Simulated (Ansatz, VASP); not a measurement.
**TaAl2: VASP beside Ansatz**

The input INCAR:

```
ALGO = Fast
EDIFF = 1E-6
ENCUT = 520
GGA = PE
ISIF = 2
ISMEAR = 0
LASPH = True
LCHARG = False
LREAL = False
LWAVE = False
NBANDS = 16
NELM = 100
PREC = Accurate
SIGMA = 0.1
```

KPOINTS

```
k-points
0
Gamma
  14 14 14
```

File POSCAR:

```
TaAl2
1.0
   -2.3019501404      2.3019501404      2.8959414670
    2.3019501404     -2.3019501404      2.8959414670
    2.3019501404      2.3019501404     -2.8959414670
Ta Al
1 2
Direct
    0.5000000000      0.5000000000      0.0000000000
    0.7500000000      0.2500000000      0.5000000000
    0.2500000000      0.7500000000      0.5000000000
```

Input for Ansatz:

```yaml
crystal:
  lattice:
    - [-2.3019501404, 2.3019501404, 2.895941467]
    - [2.3019501404, -2.3019501404, 2.895941467]
    - [2.3019501404, 2.3019501404, -2.895941467]
  atoms:
    - { symbol: Ta, position: [0.5, 0.5, 0.0] }
    - { symbol: Al, position: [0.75, 0.25, 0.5] }
    - { symbol: Al, position: [0.25, 0.75, 0.5] }
basis:
  ecutwfc: 420
kpoints:
  mp_grid: { grid: [14, 14, 14] }
  band_path:
    path:
      - [[0.0, 0.0, 0.0], [0.0, 0.0, 0.5], [0.25, 0.25, 0.25], [0.0, 0.5, 0.0], [0.0, 0.0, 0.0], [0.5, 0.5, -0.5], [0.40796187, 0.59203813, -0.40796187]]
      - [[-0.40796187, 0.40796187, 0.40796187], [0.0, 0.0, 0.0]]
      - [[0.0, 0.0, 0.5], [-0.31592375, 0.31592375, 0.5]]
      - [[0.5, 0.5, -0.31592375], [0.5, 0.5, -0.5]]
    npoints: 14
hamiltonian:
  xc: pbe
scf:
  occupations: { method: gaussian, width: 0.1 }
  n_extra_bands: 7
output:
  forces: true
  stress: true
  eigenvalues: true
  populations: true
  dos: { projected: true, de: 0.02, nscf_kmesh: { grid: [17, 17, 17] } }
  bader: true
  write_density: true
  write_potential: true
  elf: true
  volumetric_format: npy
```

The cell was built by a generator and needn't be a form met in nature.

Alike in both runs: task single point; functional PBE; k mesh 14 × 14 × 14; occupations gaussian, width 0.1 eV; no spin polarisation.

|  | VASP | Ansatz |
| --- | --- | --- |
| version | VASP 6.6.1 | Ansatz 0.2.0 |
| potentials or method | VASP PAW PBE potentials, release 64 (Ta_pv, Al) | scalar-relativistic, plane waves, PAW |
| plane-wave cutoff (eV) | 520 | 420 |
| valence electrons in the cell | 17 | 19 |

```csv
,VASP,Ansatz,Ansatz less VASP
gap on the k mesh at the Fermi level (eV),none,none,-
pressure (GPa),0.0,0.0,+0.03
```

A gap of «none» marks a metal or a gap that the smearing closes. The two sets of potentials don't hold the same shells in valence.

Spin-orbit coupling is left out, which matters for the levels of Ta.
